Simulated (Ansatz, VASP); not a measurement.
# Cross-check of CoSn between VASP and Ansatz

One calculation is typed for both programs; each brings its own data sets. How far apart do they land? The structure shown comes from an earlier Ansatz run, which isn't shown and may have moved the atoms alone.

Main program and level: Ansatz 0.2.0; plane waves, with VASP 6.6.1 beside it; elastic constants at LDA.

## (1) Starting point

Symmetry: P6/mmm, No. 191, hexagonal system. Conventional cell: a = 5.172 Å, b = 5.172 Å, c = 4.126 Å, α = 90.00°, β = 90.00°, γ = 120.00°. Nearest to Co lie 6 Sn at 2.55 to 2.59 Å and 4 Co at 2.59 Å. Nearest to Sn lie 6 Co at 2.55 Å. Nearest to Sn lie 6 Co at 2.59 Å. Farther neighbours are not listed.

## (2) Ansatz: elastic constants, LDA

Ansatz runs on its default PAW (the set named soft_2) files.

Elastic constants are differences of stresses under small strains, so they test the stress and the mesh.

The input, input.yaml:

```yaml
crystal:
  lattice:
    - [5.1721577735, 0.0, 0.0]
    - [-2.5860788868, 4.4792200243, 0.0]
    - [0.0, 0.0, 4.1262012221]
  atoms:
    - { symbol: Co, position: [0.0, 0.5, 0.0] }
    - { symbol: Co, position: [0.5, 0.5, 0.0] }
    - { symbol: Co, position: [0.5, 0.0, 0.0] }
    - { symbol: Sn, position: [0.6666666667, 0.3333333333, 0.5] }
    - { symbol: Sn, position: [0.3333333333, 0.6666666667, 0.5] }
    - { symbol: Sn, position: [0.0, 0.0, 0.0] }
kpoints:
  mp_grid: { grid: [6, 6, 6] }
hamiltonian:
  xc: lda
scf:
  occupations: { method: methfessel_paxton, width: 0.25 }
output:
  forces: true
  stress: true
  eigenvalues: true
elastic:
  mode: relaxed_ion
  stencil: two_point
  amplitude: 0.01
```

Launch:

```
$ ansatz run input.yaml --threads 4 --pin off --max-ram 16384MiB --backend cpu --events-out ev --progress --plain --runs-dir out
```

Numbers of over 12 decimals in the logs are rounded to 6 here.

Log:

```text
Engine: ansatz 0.2.0, aarch64-unknown-linux-gnu
Pseudopotentials: kind: paw
Pseudopotential: Co, paw, valence charge 17, recommended cutoff 420 eV (normal), Co.paw.azcp
Pseudopotential: Sn, paw, valence charge 14, recommended cutoff 420 eV (normal), Sn.paw.azcp
Functional definition: SPW92
  exchange = slater_x
  correlation = pw_c
Crystal: 6 atoms, lattice volume = 95.593 Å³
Basis set: ecut = 420 eV, 1867 PW (Γ)
Bands: 56, of which v1, the nominal top of the filled ones, is band 47 counted from 1 (46 counted from 0)
Symmetry: 24 space group operations
Space group: P6/mmm (ITA 191), of the structure as read, at distance tolerance 4.6e-5 Å
k-points: 28 of 216
Non-local potential: Co, projectors of the file, l = 0: 3, l = 1: 2, l = 2: 3, l = 3: 1
Non-local potential: Sn, projectors of the file, l = 0: 2, l = 1: 2, l = 2: 2, l = 3: 2
PAW form: soft (Blöchl's): semilocal exchange-correlation on the pseudo side does not see the compensation charge
PAW frozen core: Co, regenerated for the run's functional, and the local potential with it (the file was generated under x = pbe(κ = 0.804, μ = 0.219515), c = pbe(β = 0.066725))
PAW frozen core: Sn, regenerated for the run's functional, and the local potential with it (the file was generated under x = pbe(κ = 0.804, μ = 0.219515), c = pbe(β = 0.066725))
PAW one-centre angular grid: Co, 590 points (default); XC on 64 Gauss nodes
PAW one-centre angular grid: Sn, 590 points (default); XC on 64 Gauss nodes
Initial density: superposition of atomic densities (neutral atoms: chi_scale 0, normalization atom), corrected by the library's trained network
Initial wavefunctions: pseudopotential atomic-orbital guess
Functional: x = slater, c = lda
SCF iter   1: F=—  HF=-32828.005197 eV  |F-HF|=—  |Δ(HF+E_count)|=         —  Δρ=1.07e-2  dr2=5.60e-2  ethr=1.77e-3  ⟨swp⟩=6.5  Hψ=5991  notcnv=0
preconditioner: auto → LDOS  [metal: Δε(μ)=0.061 eV  Ē_g=14.422 eV  σ=0.250 eV  W_gap=0.20  n_scr=26 (ndim 8)  ℏωp=31.5 eV  f_vac=0.011  D(μ)=4.27/eV (n_scr^D=32)  β→1.0]
SCF iter   2: F=—  HF=-32828.000471 eV  |F-HF|=—  |Δ(HF+E_count)|=   4.73e-3  S|Δr|=    0.00e0  Δρ=9.08e-3  dr2=3.76e-2  ethr=6.02e-5  ⟨swp⟩=2.0  Hψ=3288  notcnv=0  defer=18
SCF iter   3: F=—  HF=-32827.984632 eV  |F-HF|=—  |Δ(HF+E_count)|=   1.58e-2  S|Δr|=    0.00e0  Δρ=4.91e-3  dr2=1.34e-2  ethr=4.04e-5  ⟨swp⟩=2.0  Hψ=2849  notcnv=0  defer=18
SCF iter   4: F=—  HF=-32827.983100 eV  |F-HF|=—  |Δ(HF+E_count)|=   1.53e-3  S|Δr|=    0.00e0  Δρ=1.57e-3  dr2=1.37e-3  ethr=1.44e-5  ⟨swp⟩=1.9  Hψ=1636  notcnv=0  defer=18
SCF iter   5: F=—  HF=-32827.982933 eV  |F-HF|=—  |Δ(HF+E_count)|=   1.67e-4  S|Δr|=    0.00e0  Δρ=7.40e-4  dr2=3.65e-4  ethr=1.47e-6  ⟨swp⟩=1.1  Hψ=1516  notcnv=0  defer=18
SCF iter   6: F=—  HF=-32827.982890 eV  |F-HF|=—  |Δ(HF+E_count)|=   4.31e-5  S|Δr|=    0.00e0  Δρ=5.80e-5  dr2=1.27e-6  ethr=3.92e-7  ⟨swp⟩=2.0  Hψ=1872  notcnv=0  defer=18
SCF iter   7: F=—  HF=-32827.982920 eV  |F-HF|=—  |Δ(HF+E_count)|=   2.97e-5  S|Δr|=    0.00e0  Δρ=4.07e-5  dr2=1.03e-6  ethr=1.37e-9  ⟨swp⟩=2.1  Hψ=2727  notcnv=0  defer=18
SCF iter   8: F=—  HF=-32827.982920 eV  |F-HF|=—  |Δ(HF+E_count)|=   9.61e-8  S|Δr|=    0.00e0  Δρ=5.84e-6  dr2=2.75e-8  ethr=1.11e-9  ⟨swp⟩=1.6  Hψ=1563  notcnv=0  defer=18
SCF iter   9: F=—  HF=-32827.982920 eV  |F-HF|=—  |Δ(HF+E_count)|=  1.09e-10  S|Δr|=    0.00e0  Δρ=1.51e-6  dr2=6.86e-10  ethr=2.96e-11  ⟨swp⟩=2.0  Hψ=1938  notcnv=0  defer=18
SCF iter  10: F=—  HF=-32827.982920 eV  |F-HF|=—  |Δ(HF+E_count)|=  1.89e-10  S|Δr|=    0.00e0  Δρ=6.70e-7  dr2=2.85e-10  ethr=7.38e-13 (applied; sched 1.00e-12)  ⟨swp⟩=2.0  Hψ=2814  notcnv=0  defer=33
[...]
SCF 1 converged in 13 iterations: F = -32827.982920 eV  dr2 = 2.06e-14
  greatest PAW one-centre occupation: 1.002 electrons in one spin orbital (limit 2), on the Co atom at site 2 (counted from 0), in its partial waves of l = 1
Crystal: 6 atoms, lattice volume = 94.637 Å³
Basis set: ecut = 420 eV, 1851 PW (Γ)
Symmetry: 8 space group operations
k-points: 52 of 216
Initial density: handed on by an earlier stage of this run
Initial wavefunctions: pseudopotential atomic-orbital guess (no wavefunctions were taken with the density)
[...]
SCF 19 converged in 9 iterations: F = -32827.980466 eV  dr2 = 1.63e-14
relax step   2: F+E_penalty+E_count = -32827.98046558 eV  Δ(F+E_penalty+E_count) = -5.781e-8 eV  max|allowed force component| = 4.587e-4 eV/Å  Δτ_max = 0.0001 Å  (9 SCF iters, accepted)
[...]
SCF iter   2: F=—  HF=-32827.980466 eV  |F-HF|=—  |Δ(HF+E_count)|=   1.64e-9  S|Δr|=    0.00e0  Δρ=1.27e-6  dr2=9.44e-10  ethr=3.24e-11  ⟨swp⟩=1.0  Hψ=4420  notcnv=0
SCF iter   3: F=—  HF=-32827.980466 eV  |F-HF|=—  |Δ(HF+E_count)|=  1.46e-11  S|Δr|=    0.00e0  Δρ=6.87e-7  dr2=6.28e-10  ethr=1.01e-12  ⟨swp⟩=2.0  Hψ=5761  notcnv=0
SCF iter   4: F=—  HF=-32827.980466 eV  |F-HF|=—  |Δ(HF+E_count)|=  1.53e-10  S|Δr|=    0.00e0  Δρ=2.85e-7  dr2=5.35e-11  ethr=6.76e-13 (applied; sched 1.00e-12)  ⟨swp⟩=2.0  Hψ=5566  notcnv=0
SCF iter   5: F=—  HF=-32827.980466 eV  |F-HF|=—  |Δ(HF+E_count)|=    0.00e0  S|Δr|=    0.00e0  Δρ=1.88e-7  dr2=2.39e-11  ethr=5.75e-14 (applied; sched 1.00e-12)  ⟨swp⟩=2.0  Hψ=6002  notcnv=0  defer=1
SCF iter   6: F=—  HF=-32827.980466 eV  |F-HF|=—  |Δ(HF+E_count)|=  7.28e-12  S|Δr|=    0.00e0  Δρ=5.27e-8  dr2=1.76e-12  ethr=2.57e-14 (applied; sched 1.00e-12)  ⟨swp⟩=1.0  Hψ=3683  notcnv=0  defer=1
SCF iter   7: F=—  HF=-32827.980466 eV  |F-HF|=—  |Δ(HF+E_count)|=    0.00e0  S|Δr|=    0.00e0  Δρ=1.63e-8  dr2=1.95e-13  ethr=1.89e-15 (applied; sched 1.00e-12)  ⟨swp⟩=1.0  Hψ=3686  notcnv=0  defer=14
SCF iter   8: F=-32827.980466 eV  HF=-32827.980466 eV  |F-HF|=0.00e0  |Δ(HF+E_count)|=    0.00e0  S|Δr|=    0.00e0  Δρ=5.03e-9  dr2=2.14e-14  ethr=1.00e-12  ⟨swp⟩=3.9  Hψ=10959  notcnv=0
SCF 20 converged in 8 iterations: F = -32827.980466 eV  dr2 = 2.14e-14
relax step   3: F+E_penalty+E_count = -32827.98046560 eV  Δ(F+E_penalty+E_count) = -1.652e-8 eV  max|allowed force component| = 5.769e-6 eV/Å  Δτ_max = 0.0000 Å  (8 SCF iters, accepted)
iter 1 solved again at ethr=1.00e-12 eV; its pass at ethr=3.10e-3 eV (dr2=6.91e-14 eV) is discarded
SCF iter   1: F=—  HF=-32827.980466 eV  |F-HF|=—  |Δ(HF+E_count)|=         —  Δρ=5.05e-9  dr2=2.16e-14  ethr=1.00e-12  ⟨swp⟩=2.0  Hψ=15571  notcnv=0
SCF iter   2: F=-32827.980466 eV  HF=-32827.980466 eV  |F-HF|=0.00e0  |Δ(HF+E_count)|=  7.28e-12  S|Δr|=    0.00e0  Δρ=4.75e-9  dr2=1.37e-14  ethr=1.00e-12  ⟨swp⟩=4.6  Hψ=12968  notcnv=0
SCF 21 converged in 2 iterations: F = -32827.980466 eV  dr2 = 1.37e-14
SCF converged after 13 iterations
Stability not checked: this state was not tested for a lower state beside it, because cold or Methfessel-Paxton smearing, or corrected tetrahedra, fill the levels in a way that the test cannot read (fill_not_monotonic; see scf.lower_state_search)
Free energy (F): -32827.982920 eV
Harris-Foulkes:  -32827.982920 eV  (|F-HF|=0.00e0)
Internal energy: -32828.003909 eV  (E = F + TS)
E sigma→0 (E₀):  -32827.988167 eV
Entropy (-TS):   0.020989 eV (3.498 meV/atom)
Fermi energy:    15.582563 eV
--- Per-component energies (eV) ---
  E_band       = -897.077793
  E_kinetic    = 1946.077157
  E_local      = -13067.840236  (includes V_loc(G=0)·N_el)
  E_nonlocal   = 1311.261428
  E_hartree    = 6197.404263
  E_xc         = -1613.929514
  E_vxc        = -915.621778  (∫ρ·V_xc dr)
  E_paw        = -16361.260893  (= ΣΔE_a)
  E_vpaw       = -2565.762985  (= ΣTr[D̂ρ^β])
  E_aug_tail   = 0.000085  (compensation charges beyond the density's cutoff)
  E_ewald      = -11242.245646
  E_core_change = 2.529447  (= ΣΔE_core)
  E_smearing   = 0.020989  (= −TS)
  E_closure    = -0.000000  (closes the sum)
  Σ components = -32827.982920   (vs F -32827.982920, Δ=0.00e0)
--- Forces (eV/Å), atoms counted from 1 ---
  atom   1  Co     0.00000000     0.00000000     0.00000000
  atom   2  Co    -0.00000000     0.00000000     0.00000000
  atom   3  Co    -0.00000000     0.00000000     0.00000000
  atom   4  Sn    -0.00000000     0.00000000     0.00000000
  atom   5  Sn     0.00000000    -0.00000000     0.00000000
  atom   6  Sn    -0.00000000     0.00000000     0.00000000
  max |Σ_I F_I| component: 6.00e-29 eV/Å
--- Stress (GPa, compression-positive) ---
       -0.000378       0.000000       0.000000
       -0.000000      -0.000378       0.000000
        0.000000       0.000000       0.000052
  P = ⅓ Tr σ = -0.0002 GPa (-0.002 kbar)
--- Band table (eV; the first three rows and the last of 28) ---
  k-point 0: bands = [... 43 lower, 15.1345, 15.1677, 15.1677, 16.1334, 16.3161, 17.0823, 17.0823, 18.7051, ... 5 higher]
  k-point 1: bands = [... 43 lower, 15.1367, 15.1416, 15.1416, 16.1336, 16.2512, 16.6777, 16.6777, 18.5297, ... 5 higher]
  k-point 2: bands = [... 43 lower, 15.0932, 15.1205, 15.1205, 15.5743, 15.5743, 15.7678, 16.1340, 17.6513, ... 5 higher]
  k-point 27: bands = [... 43 lower, 14.7501, 14.9444, 14.9444, 15.0861, 15.4768, 16.9063, 19.2449, 19.2449, ... 5 higher]
--- Elastic constants: 3 strain directions × 2 members + reference (group order 24) ---
  dense FFT box of the reference and of every strained cell: 36×36×30
  strains applied: 11, 33, 23; error gains: componentwise 1.00 (the most a stress slope's error grows in a printed constant), spectral 1.41 (1 for all six strains in a standard setting)
  C = ∂σ_k/∂η_j (tension-positive GPa; Voigt order 11 22 33 23 13 12):
       266.150    120.823     85.967      0.000      0.000      0.000
       120.823    266.150     85.967      0.000      0.000      0.000
        85.997     85.997    301.566      0.000      0.000      0.000
         0.000      0.000      0.000     81.530      0.000      0.000
         0.000      0.000      0.000      0.000     81.530      0.000
         0.000     -0.000      0.000      0.000      0.000     72.663
  reference stress σ⁰ (GPa):      0.000      0.000     -0.000     -0.000     -0.000     -0.000
  C* (energy form; C + prestress term) asymmetry max|C*_kj − C*_jk| = 2.947e-2 GPa — a small one proves nothing (zero by symmetry where the batch's group is 432, −43m or m−3m); a large one is finite-difference/SCF noise where every solve meets its electron count
  moduli (Voigt/Reuss/Hill, GPa): K = 157.72/157.72/157.72   G = 83.22/81.51/82.36   E = 210.46   ν = 0.278
  mechanically stable: yes (min eigenvalue of sym C = 72.66 GPa)
  the stresses are not corrected for the forces that the relaxations left standing (`elastic.f_tol`)
  strain η (Voigt 11):  stress-route row diagonal C_11 = 266.15 GPa, energy-path curvature d²(F+E_count+ΔE)/dδ²/Ω₀ = 266.03 GPa
         δ    σ_11 (GPa)             F (eV)   n_scf  n_hpsi   n_pw
    -1.000e-2      -2.7652      -32827.9747710       2   23309   1870   relax 5 steps, max|allowed force component| 3.99e-8 eV/Å
     1.000e-2       2.5578      -32827.9751821       2   23220   1912   relax 3 steps, max|allowed force component| 4.49e-5 eV/Å
  strain η (Voigt 33):  stress-route row diagonal C_33 = 301.57 GPa, energy-path curvature d²(F+E_count+ΔE)/dδ²/Ω₀ = 301.48 GPa
         δ    σ_33 (GPa)             F (eV)   n_scf  n_hpsi   n_pw
    -1.000e-2      -3.1285      -32827.9736718      12   33104   1866   relax 0 steps, max|allowed force component| 2.78e-17 eV/Å
     1.000e-2       2.9029      -32827.9741411      10   28323   1910   relax 0 steps, max|allowed force component| 2.39e-17 eV/Å
  strain η (Voigt 23):  stress-route row diagonal C_44 = 81.53 GPa, energy-path curvature d²(F+E_count+ΔE)/dδ²/Ω₀ = 81.54 GPa
         δ    σ_23 (GPa)             F (eV)   n_scf  n_hpsi   n_pw
    -1.000e-2      -0.8153      -32827.9804656       2   30117   1884   relax 3 steps, max|allowed force component| 5.77e-6 eV/Å
     1.000e-2       0.8153      -32827.9804656       2   30167   1884   relax 3 steps, max|allowed force component| 5.77e-6 eV/Å
```

Reading the cycles: dr2 is the Hartree energy of the density residual (eV), the measure of convergence; HF is the Harris–Foulkes estimate of the energy, which meets the free energy F at convergence.

(Part 1 of 2 ends here.)

[Lines on the potential files, build, host, timing and source positions are cut from VASP's logs without a mark.]

[Logs are printed without paths, hosts, clocks, repeated set-up lines and the standing remarks that a program may print on its own settings, such as how far it seeks lower states.]

[Hosts, paths, dates, database ids (printed as entryN), source tags and the programs' standing remarks are cut or masked in the printed files.]
